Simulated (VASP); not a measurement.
```xyz
2
Lattice="0.0000 3.1607 3.1607 3.1607 0.0000 3.1607 3.1607 3.1607 0.0000" Properties=species:S:1:pos:R:3 pbc="T T T"
Pb     0.0000     0.0000     0.0000
Se     3.1607     3.1607     3.1607
```

Calculation: optB88-vdW, VASP's PBE PAW potentials (set 64) (plane waves; VASP 6.6.1). Numerical set-up: 520 eV cut-off, 7×7×7 Γ-centred mesh, Gaussian smearing of 0.050 eV, potentials Pb_d Se.

Q: Predict the energy per atom (σ→0), pressure.

A: 
```yaml
energy per atom (σ→0): -1.689 eV/atom
pressure: -2.53 GPa
```

The absolute energy has meaning only against runs of the same code, potentials and settings.

The compound is PbSe in the rock salt structure. This cell is one point of a volume scan, at 1.06 of the reference volume.
